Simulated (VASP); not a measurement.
Set up this calculation in VASP 6.6.1, as the native input.

| Quantity | Value |
| --- | --- |
| Task | band structure |
| Functional | LDA |
| Potentials or basis | VASP PAW LDA potentials, release 64 (Ga_d, As) |
| Cutoff | 350 eV |
| k mesh | 6 × 6 × 6 |
| Occupations | gaussian, width 0.02 eV |
| Spin | no spin polarisation |
| Further INCAR settings | ALGO = Normal; EDIFF = 1e-07; NBANDS = 16 |

Crystal: GaAs.

```
Ga As
1.0
     0.00000    2.80339    2.80339
     2.80339    0.00000    2.80339
     2.80339    2.80339    0.00000
Ga As
1 1
Direct
  0.00000 0.00000 0.00000
  0.25000 0.25000 0.25000
```

One way to write it, as run:

POSCAR

```
GaAs                                    
1.0
    0.0000000000      2.8033895065      2.8033895065
    2.8033895065      0.0000000000      2.8033895065
    2.8033895065      2.8033895065     -0.0000000000
  Ga              As            
     1     1
Direct
     0.0000000000000000    0.0000000000000000    0.0000000000000000
     0.2500000000000000    0.2500000000000000    0.2500000000000000
```

INCAR.step1

```
ALGO = Normal
EDIFF = 1E-7
ENCUT = 350
GGA = CA
ISIF = 2
ISMEAR = 0
LASPH = T
LCHARG = T
LREAL = F
LWAVE = F
NBANDS = 16
NELM = 80
PREC = Accurate
SIGMA = 0.02
```

KPOINTS.step1

```
k-points
0
Gamma
  6 6 6
```

INCAR.step2

```
ALGO = Normal
EDIFF = 1E-7
ENCUT = 350
GGA = CA
ICHARG = 11
ISIF = 2
ISMEAR = 0
LASPH = T
LCHARG = F
LREAL = F
LWAVE = F
NBANDS = 16
NELM = 80
PREC = Accurate
SIGMA = 0.05
```

KPOINTS.step2

```
path GXWKGLUWLK,UX
20
line-mode
reciprocal
 0.0000000000  0.0000000000  0.0000000000  G
 0.5000000000  0.0000000000  0.5000000000  X

 0.5000000000  0.0000000000  0.5000000000  X
 0.5000000000  0.2500000000  0.7500000000  W

 0.5000000000  0.2500000000  0.7500000000  W
 0.3750000000  0.3750000000  0.7500000000  K

 0.3750000000  0.3750000000  0.7500000000  K
 0.0000000000  0.0000000000  0.0000000000  G

 0.0000000000  0.0000000000  0.0000000000  G
 0.5000000000  0.5000000000  0.5000000000  L

 0.5000000000  0.5000000000  0.5000000000  L
 0.6250000000  0.2500000000  0.6250000000  U

 0.6250000000  0.2500000000  0.6250000000  U
 0.5000000000  0.2500000000  0.7500000000  W

 0.5000000000  0.2500000000  0.7500000000  W
 0.5000000000  0.5000000000  0.5000000000  L

 0.5000000000  0.5000000000  0.5000000000  L
 0.3750000000  0.3750000000  0.7500000000  K

 0.6250000000  0.2500000000  0.6250000000  U
 0.5000000000  0.0000000000  0.5000000000  X
```

Potentials or basis: VASP PAW LDA potentials, release 64 (Ga_d, As).

The run is started by

```bash
$ cat potpaw_LDA.64/Ga_d/POTCAR potpaw_LDA.64/As/POTCAR > POTCAR
$ cp INCAR.step1 INCAR
$ cp KPOINTS.step1 KPOINTS
$ mpirun -np 1 vasp_std > vasp.out
$ cp INCAR.step2 INCAR
$ cp KPOINTS.step2 KPOINTS
$ mpirun -np 1 vasp_std > vasp.out
```

It gave:

The band gap on the k mesh is 0.52 eV, direct and the band gap along the path is 0.52 eV, direct.

Caveat: the log is that of the step along the path at fixed density, whose energy, stress, charges and moments have no meaning.

It took 58 s on 1 thread of Intel(R) Xeon(R) Platinum 8375C CPU @ 2.90GHz (Ice Lake), on a shared host, peak memory 0.19 GiB.
